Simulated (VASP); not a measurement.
```yaml
crystal:
  lattice:
    - [0.00000, 3.55469, 3.55469]
    - [3.55469, 0.00000, 3.55469]
    - [3.55469, 3.55469, 0.00000]
  atoms:
    - { symbol: Ca, position: [0.75000, 0.75000, 0.75000] }
    - { symbol: Ca, position: [0.25000, 0.25000, 0.25000] }
    - { symbol: Ge, position: [0.00000, 0.00000, 0.00000] }
```

All values below come from PBEsol GGA with spin-orbit coupling, VASP's PBE PAW potentials (set 64) (plane waves; VASP). Numerical set-up: 400 eV cut-off, 5×5×5 Γ-centred mesh, Gaussian smearing of 0.050 eV, potentials Ca_sv Ge_d.

Question: Predict the energy per atom (σ→0), band gap (over mesh and band path) with the smallest direct gap where there is one.

Answer: 
```yaml
band gap (over mesh and band path): 0.46 eV
smallest direct gap (over mesh and band path): 0.46 eV
energy per atom (σ→0): -3.682 eV/atom
```

The absolute energy has meaning only against runs of the same code, potentials and settings.

The structure comes from a computed database's Ca2Ge entry (Fm-3m); how it stands against other phases isn't given here. It was relaxed first.
